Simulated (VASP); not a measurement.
Input:

```yaml
crystal:
  lattice:
    - [0.00000, 2.56666, 2.56666]
    - [2.56666, 0.00000, 2.56666]
    - [2.56666, 2.56666, 0.00000]
  atoms:
    - { symbol: Be, position: [0.00000, 0.00000, 0.00000] }
    - { symbol: Se, position: [0.25000, 0.25000, 0.25000] }
```

All values below come from PBEsol GGA, VASP's PBE PAW potentials (set 64) (plane waves; VASP 6.6.1). Run with 400 eV cut-off, 11×11×11 Γ-centred mesh, Gaussian smearing of 0.010 eV, potentials Be Se.

Task: Predict the energy per atom (σ→0).

Result: 
energy per atom (σ→0): -4.724 eV/atom

The compound is BeSe in the zinc blende structure. It was relaxed first.
